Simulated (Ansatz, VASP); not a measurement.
# Rb2Pt: VASP beside Ansatz

Aim: how closely do two programs agree when they are given the same cell, functional and k mesh? The cell is generated by rule, not measured, and may not be a known phase. The cell is taken from a series of runs on this material, whose earlier steps may have relaxed, scaled, displaced or heated it; both programs get it as it stands.

Program: Ansatz 0.2.0. Level of theory: plane waves, with VASP 6.6.1 beside it; zone-centre phonons at LDA. Results are calculated unless marked as measured.

The structure was built from a prototype and need not be the compound's stable phase.

## (1) Set-up

The structure is hexagonal, space group P6/mmm (No. 191). Conventional cell: a = 5.401 Å, b = 5.401 Å, c = 3.200 Å, α = 90.00°, β = 90.00°, γ = 120.00°. Rb has 5 Rb at 3.12 to 3.20 Å and 6 Pt at 3.50 Å nearest. Pt has 2 Pt at 3.20 Å and 12 Rb at 3.50 Å nearest. Farther neighbours are not listed.

## (2) Ansatz: zone-centre phonons, LDA

Ansatz runs on norm-conserving files, of PseudoDojo where its log says so.

Second derivatives magnify differences that forces hide, and they need a tight electronic threshold.

Input file input.yaml:

```yaml
crystal:
  lattice:
    - [5.4012730199, -2.6522e-06, 0.0]
    - [-2.7006342131, 4.6776409741, 0.0]
    - [0.0, 0.0, 3.199767396]
  atoms:
    - { symbol: Rb, position: [0.3333333333, 0.6666666667, 0.5] }
    - { symbol: Rb, position: [0.6666666667, 0.3333333333, 0.5] }
    - { symbol: Pt, position: [0.0, 0.0, 0.0] }
kpoints:
  mp_grid: { grid: [9, 9, 16] }
hamiltonian:
  xc: lda
  pseudopotentials: { kind: nc }
scf:
  occupations: { method: methfessel_paxton, width: 0.2 }
output:
  eigenvalues: true
phonons:
  method: dfpt
```

The run is started by

```bash
ansatz run input.yaml --threads 8 --pin off --max-ram 14336MiB --backend cpu --events-out ev --progress --plain --runs-dir out
```

The log of the run:

```text
zone centre: on kpoints.mp_grid the ground state, and the responses unless they are solved on pairs of k-points, stand on 225 of the mesh's 1296 k-points, reduced under 4 symmetry operations, with k and −k counted as one. Each operation leaves every solved displacement unchanged or reverses it
Engine: ansatz 0.2.0, aarch64-unknown-linux-gnu
Pseudopotentials: kind: nc
Pseudopotential: Rb, nc, valence charge 9, recommended cutoff 571.439111 eV (normal), Rb.nc.azcp (PseudoDojo's, or run here from an input of PseudoDojo's: the run reads no file of this project's for it)
Pseudopotential: Pt, nc, valence charge 18, recommended cutoff 1142.878222 eV (normal), Pt.nc.azcp (PseudoDojo's, or run here from an input of PseudoDojo's: the run reads no file of this project's for it)
Functional definition: SPW92
  exchange = slater_x
  correlation = pw_c
Crystal: 3 atoms, lattice volume = 80.843 Å³
Basis set: ecut = 1142.878222 eV, 7103 PW (Γ), exchange–correlation on 120×120×72 points (8 copies of the dense FFT grid, shifted against one another)
Bands: 22, of which v1, the nominal top of the filled ones, is band 18 counted from 1 (17 counted from 0)
Symmetry: 24 space group operations
k-points: 225 of 1296 (irreducible under 4 space group operations, time reversal used)
Non-local potential: Rb, projectors of the file, l = 0: 2, l = 1: 2, l = 2: 2
Non-local potential: Pt, projectors of the file, l = 0: 2, l = 1: 2, l = 2: 2, l = 3: 2
Initial density: superposition of atomic densities (chi_scale 0.1, normalization cell, long waves kept (reshape's long-wave potential 0.00 eV rms))
Initial wavefunctions: pseudopotential atomic-orbital guess
Functional: x = slater, c = lda
SCF iter   1: F=—  HF=-5040.647747 eV  |F-HF|=—  |Δ(HF+E_count)|=         —  Δρ=2.46e-1  dr2=1.09e2  ethr=3.10e-3  ⟨swp⟩=7.8  Hψ=61561  notcnv=0
automatic band count: the SCF goes on with 26 bands, as 22 were too few: they end inside the smearing window of the response
preconditioner: auto → Kerker (q_TF=auto, 2.384 Å⁻¹)  [metal: Δε(μ)=0.011 eV  Ē_g=10.995 eV  σ=0.200 eV  W_gap=0.05  n_scr=26 (ndim 8)  ℏωp=20.2 eV  f_vac=0.000  D(μ)=4.48/eV (n_scr^D=44)]
SCF iter   2: F=—  HF=-5033.485940 eV  |F-HF|=—  |Δ(HF+E_count)|=    7.16e0  S|Δr|=    0.00e0  Δρ=1.04e-1  dr2=1.18e1  ethr=3.10e-3  ⟨swp⟩=4.7  Hψ=21902  notcnv=0  defer=373
SCF iter   3: F=—  HF=-5031.018981 eV  |F-HF|=—  |Δ(HF+E_count)|=    2.47e0  S|Δr|=    0.00e0  Δρ=3.62e-2  dr2=1.56e0  ethr=3.10e-3  ⟨swp⟩=2.3  Hψ=12829  notcnv=0  defer=504
SCF iter   4: F=—  HF=-5030.709519 eV  |F-HF|=—  |Δ(HF+E_count)|=   3.09e-1  S|Δr|=    0.00e0  Δρ=6.68e-3  dr2=1.96e-2  ethr=3.10e-3  ⟨swp⟩=2.0  Hψ=9482  notcnv=0  defer=511
SCF iter   5: F=—  HF=-5030.706482 eV  |F-HF|=—  |Δ(HF+E_count)|=   3.04e-3  S|Δr|=    0.00e0  Δρ=4.28e-3  dr2=1.02e-2  ethr=5.45e-5  ⟨swp⟩=2.0  Hψ=8977  notcnv=0  defer=511
SCF iter   6: F=—  HF=-5030.704623 eV  |F-HF|=—  |Δ(HF+E_count)|=   1.86e-3  S|Δr|=    0.00e0  Δρ=1.22e-3  dr2=1.34e-3  ethr=2.82e-5  ⟨swp⟩=1.0  Hψ=5338  notcnv=0  defer=511
SCF iter   7: F=—  HF=-5030.704526 eV  |F-HF|=—  |Δ(HF+E_count)|=   9.71e-5  S|Δr|=    0.00e0  Δρ=3.46e-4  dr2=4.17e-5  ethr=3.72e-6  ⟨swp⟩=2.3  Hψ=6952  notcnv=0  defer=511
SCF iter   8: F=—  HF=-5030.704523 eV  |F-HF|=—  |Δ(HF+E_count)|=   3.60e-6  S|Δr|=    0.00e0  Δρ=1.56e-4  dr2=5.04e-5  ethr=1.16e-7  ⟨swp⟩=2.0  Hψ=9031  notcnv=0  defer=511
SCF iter   9: F=—  HF=-5030.704510 eV  |F-HF|=—  |Δ(HF+E_count)|=   1.21e-5  S|Δr|=    0.00e0  Δρ=7.01e-5  dr2=1.09e-5  ethr=1.16e-7  ⟨swp⟩=1.0  Hψ=5334  notcnv=0  defer=511
SCF iter  10: F=—  HF=-5030.704513 eV  |F-HF|=—  |Δ(HF+E_count)|=   2.01e-6  S|Δr|=    0.00e0  Δρ=1.45e-5  dr2=3.33e-7  ethr=3.03e-8  ⟨swp⟩=2.0  Hψ=6015  notcnv=0  defer=511
SCF iter  11: F=—  HF=-5030.704631 eV  |F-HF|=—  |Δ(HF+E_count)|=   1.18e-4  S|Δr|=    0.00e0  Δρ=2.75e-6  dr2=5.56e-9  ethr=9.26e-10  ⟨swp⟩=2.0  Hψ=7500  notcnv=0  defer=511
SCF iter  12: F=—  HF=-5030.704631 eV  |F-HF|=—  |Δ(HF+E_count)|=  1.04e-10  S|Δr|=    0.00e0  Δρ=6.05e-7  dr2=2.53e-10  ethr=1.55e-11  ⟨swp⟩=2.3  Hψ=9665  notcnv=0  defer=511
SCF iter  13: F=—  HF=-5030.704631 eV  |F-HF|=—  |Δ(HF+E_count)|=  2.09e-11  S|Δr|=    0.00e0  Δρ=2.06e-7  dr2=4.67e-11  ethr=1.00e-12  ⟨swp⟩=2.1  Hψ=8117  notcnv=0  defer=511
SCF iter  14: F=-5030.704631 eV  HF=-5030.704631 eV  |F-HF|=9.09e-13  |Δ(HF+E_count)|=  2.73e-12  S|Δr|=    0.00e0  Δρ=3.76e-8  dr2=8.95e-13  ethr=1.00e-12  ⟨swp⟩=14.4  Hψ=34972  notcnv=0
SCF 1 converged in 14 iterations: F = -5030.704631 eV  dr2 = 8.95e-13
DFPT response loops at Γ: preconditioner auto → Kerker (q_TF=auto, 2.384 Å⁻¹) (partly filled bands, converged f_vac=0.000); β = 1.00, the filter's whole step (`scf.mixing.beta` (0.50) is not read by the response loops under this deck's `scf.mixing.preconditioner`; to damp them name `kerker` or `kerker_dos`, under which they read `scf.mixing.beta`, and type it under 1.00, their step now; both keys bind the ground state too); Broyden in place of MSR1
SCF converged after 14 iterations
Stability not checked: this state was not tested for a lower state beside it, because cold or Methfessel-Paxton smearing, or corrected tetrahedra, fill the levels in a way that the test cannot read (fill_not_monotonic; see scf.lower_state_search)
Free energy (F): -5030.704631 eV
Harris-Foulkes:  -5030.704631 eV  (|F-HF|=9.09e-13)
Internal energy: -5030.698827 eV  (E = F + TS)
E sigma→0 (E₀):  -5030.703180 eV
Entropy (-TS):   -0.005803 eV (-1.934 meV/atom)
Fermi energy:    10.754859 eV
--- Per-component energies (eV) ---
  E_band       = -410.675767
  E_kinetic    = 1416.593847
  E_local      = -3570.750164  (includes V_loc(G=0)·N_el)
  E_nonlocal   = 147.840336
  E_hartree    = 1173.618878
  E_xc         = -1027.615519
  E_vxc        = -751.597510  (∫ρ·V_xc dr)
  E_ewald      = -3170.386205
  E_smearing   = -0.005803  (= −TS)
  E_closure    = -0.000000  (closes the sum)
  Σ components = -5030.704631   (vs F -5030.704631, Δ=0.00e0)
--- Band table (eV; the first three rows and the last of 225) ---
  k-point 0: bands = [... 14 lower, 8.7785, 8.7785, 9.5236, 9.5236, 12.0989, 12.0989, 12.9022, 14.0652, ... 4 higher]
  k-point 1: bands = [... 14 lower, 8.7685, 8.7685, 9.4500, 9.4500, 12.1833, 12.1833, 13.0700, 14.2825, ... 4 higher]
  k-point 2: bands = [... 14 lower, 8.7377, 8.7377, 9.2615, 9.2615, 12.4010, 12.4010, 13.5484, 14.9122, ... 4 higher]
  k-point 224: bands = [... 14 lower, 8.3341, 8.7427, 8.8302, 11.3124, 11.4868, 11.7768, 12.2554, 15.0198, ... 4 higher]
--- Phonons (Γ-DFPT): 4 representative perturbations + reference, on 225 of 1296 k-points (Σ response iterations 12) ---
  k mesh reduced under 4 symmetry operations, with k and −k counted as one. Each operation leaves every solved displacement unchanged or reverses it
  ASR residual: 2.179e-4 → 0.000e0 eV/Å²; symmetrization residual: 1.594e-4 eV/Å²
  ASR residual per site (eV/Å²): 2.53e-5 2.53e-5 2.18e-4
  Γ frequencies (cm⁻¹): -34.61 0.00 0.00 0.00 46.07 63.65 63.65 137.08 137.08
  non-analytic LO–TO correction: not included (Born effective charges unavailable; polar crystals: no LO–TO splitting at Γ)
```

In the SCF lines HF is the Harris–Foulkes energy and dr2 the Hartree energy of the density residual, in eV; the loop may stop once dr2 is under the threshold and the program's other checks hold. Hψ counts applications of the Hamiltonian.

(Continued in part 2 of 2.)

[Lines on the potential files, build, host, timing and source positions are cut from VASP's logs without a mark.]

[Logs are printed without paths, hosts, clocks, repeated set-up lines and the standing remarks that a program may print on its own settings, such as how far it seeks lower states.]

[Hosts, paths, dates, database ids (printed as entryN), source tags and the programs' standing remarks are cut or masked in the printed files.]
